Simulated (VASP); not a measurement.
Method: r2SCAN+rVV10, VASP's PBE PAW potentials (set 64) (plane waves; VASP).

VASP input:

**KPOINTS_OPT**
```
k-points along high-symmetry lines
6
Line-mode
Reciprocal
  0.000000   0.000000   0.000000 ! GAMMA
  0.000000   0.500000   0.000000 ! X

  0.000000   0.500000   0.000000 ! X
  0.500000   0.500000   0.000000 ! M

  0.500000   0.500000   0.000000 ! M
  0.000000   0.000000   0.000000 ! GAMMA

  0.000000   0.000000   0.000000 ! GAMMA
  0.000000   0.000000   0.500000 ! Z

  0.000000   0.000000   0.500000 ! Z
  0.000000   0.500000   0.500000 ! R

  0.000000   0.500000   0.500000 ! R
  0.500000   0.500000   0.500000 ! A

  0.500000   0.500000   0.500000 ! A
  0.000000   0.000000   0.500000 ! Z

  0.000000   0.500000   0.000000 ! X
  0.000000   0.500000   0.500000 ! R

  0.500000   0.500000   0.000000 ! M
  0.500000   0.500000   0.500000 ! A
```

**INCAR**
```
ISMEAR = -5
LUSE_VDW = .True.
NELM = 100
LMIXTAU = .True.
LREAL = .False.   ! projection in real space or not
SYSTEM = CuAu
BPARAM = 11.95
CPARAM = 0.0093
PREC = Accurate
ENCUT = 520   ! plane-wave cut-off (eV)
LMAXMIX = 6   ! l cut-off of mixed one-centre charges
ALGO = Normal   ! blocked Davidson
EDIFF = 1E-7   ! SCF stop (eV)
METAGGA = R2SCAN
LCHARG = .False.
LASPH = .True.
ISIF = 2   ! forces and stress, cell fixed
NEDOS = 601   ! DOS grid
LORBIT = 11
LWAVE = .False.
```

**POSCAR**
```
CuAu
1
    2.8555361044     0.0000000000     0.0000000000
    0.0000000000     2.8555361044     0.0000000000
    0.0000000000     0.0000000000     3.5304674351
Cu Au
1 1
Direct
  0.0000000000   0.0000000000   0.0000000000
  0.5000000000   0.5000000000   0.5000000000
```

### KPOINTS
```
Automatic mesh
0
gamma
  14 14 12
```

POTCAR, in this order: Cu Au (PBE.64 set). Program: vasp_std.

What VASP printed:

File OSZICAR:
```
       N       E                     dE             d eps       ncg     rms          rms(c)
DAV:   1     0.758318627911E+02    0.75832E+02   -0.11805E+04  7901   0.217E+03
DAV:   2    -0.624315392508E+02   -0.13826E+03   -0.13239E+03  7770   0.344E+02
DAV:   3    -0.673731521678E+02   -0.49416E+01   -0.48892E+01  9431   0.760E+01
DAV:   4    -0.674297195359E+02   -0.56567E-01   -0.56455E-01  8801   0.686E+00
DAV:   5    -0.674315978033E+02   -0.18783E-02   -0.18782E-02 11308   0.136E+00    0.122E+01
DAV:   6    -0.615885315000E+02    0.58431E+01   -0.15035E+01  7814   0.104E+02    0.680E+00
DAV:   7    -0.610706403720E+02    0.51789E+00   -0.40186E+00  8730   0.964E+01    0.584E+00
DAV:   8    -0.610396328010E+02    0.31008E-01   -0.21314E-01 11476   0.120E+01    0.307E+00
DAV:   9    -0.610422082058E+02   -0.25754E-02   -0.48196E-02  9836   0.381E+00    0.411E-01
DAV:  10    -0.610425921769E+02   -0.38397E-03   -0.17886E-02  8616   0.194E+00    0.860E-02
DAV:  11    -0.610448292560E+02   -0.22371E-02   -0.59442E-03  8369   0.130E+00    0.936E-02
DAV:  12    -0.610457958105E+02   -0.96655E-03   -0.71478E-04 10037   0.367E-01    0.497E-02
DAV:  13    -0.610457614737E+02    0.34337E-04   -0.15179E-04 10088   0.287E-01    0.702E-03
DAV:  14    -0.610457947941E+02   -0.33320E-04   -0.18555E-05  8432   0.590E-02    0.384E-03
DAV:  15    -0.610457927765E+02    0.20176E-05   -0.11776E-06  9672   0.136E-02    0.142E-03
DAV:  16    -0.610457940811E+02   -0.13046E-05   -0.33842E-07  8834   0.782E-03    0.129E-03
DAV:  17    -0.610457938590E+02    0.22204E-06   -0.11993E-07  6216   0.529E-03    0.183E-04
DAV:  18    -0.610457938071E+02    0.51913E-07   -0.10376E-08  4473   0.163E-03
   1 F= -.61045794E+02 E0= -.61045794E+02  d E =0.000000E+00
       N       E                     dE             ncg
```

File OUTCAR:
```
------------------------ aborting loop because EDIFF is reached ----------------------------------------
  FORCE on cell =-STRESS in cart. coord.  units (eV):
  Direction    XX          YY          ZZ          XY          YZ          ZX
  --------------------------------------------------------------------------------------
  Total       -0.0624624     -0.0624624      0.0441535      0.0000000     -0.0000000      0.0000000
  in kB       -3.4763363     -3.4763363      2.4573578      0.0000000     -0.0000000      0.0000000
  external PRESSURE =      -1.4984383 kB  Pullay stress =       0.0000000 kB
  volume of cell :       28.79
      direct lattice vectors                 reciprocal lattice vectors
     2.855536104  0.000000000  0.000000000     0.350196938  0.000000000  0.000000000
     0.000000000  2.855536104  0.000000000     0.000000000  0.350196938  0.000000000
     0.000000000  0.000000000  3.530467435     0.000000000  0.000000000  0.283248612
 POSITION                                       TOTAL-FORCE (eV/Angst)
 -----------------------------------------------------------------------------------
      0.00000      0.00000      0.00000         0.000000      0.000000      0.000000
      1.42777      1.42777      1.76523         0.000000      0.000000      0.000000
 -----------------------------------------------------------------------------------
    total drift:                                0.000000      0.000000     -0.000000
  FREE ENERGIE OF THE ION-ELECTRON SYSTEM (eV)
  ---------------------------------------------------
  free  energy   TOTEN  =       -61.0457938071 eV

  energy  without entropy=      -61.0457938071  energy(sigma->0) =      -61.04579381

 total charge

# of ion       s       p       d       tot
------------------------------------------
    1        0.387   0.337   9.251   9.976
    2        0.622   0.425   8.717   9.763
--------------------------------------------------
tot          1.009   0.762  17.968  19.739
```
(Selected blocks of OUTCAR.)

For a metal the tetrahedron method with Blöchl corrections gives inexact stress and forces.

The compound is CuAu in the L1_0 structure. It was relaxed first.
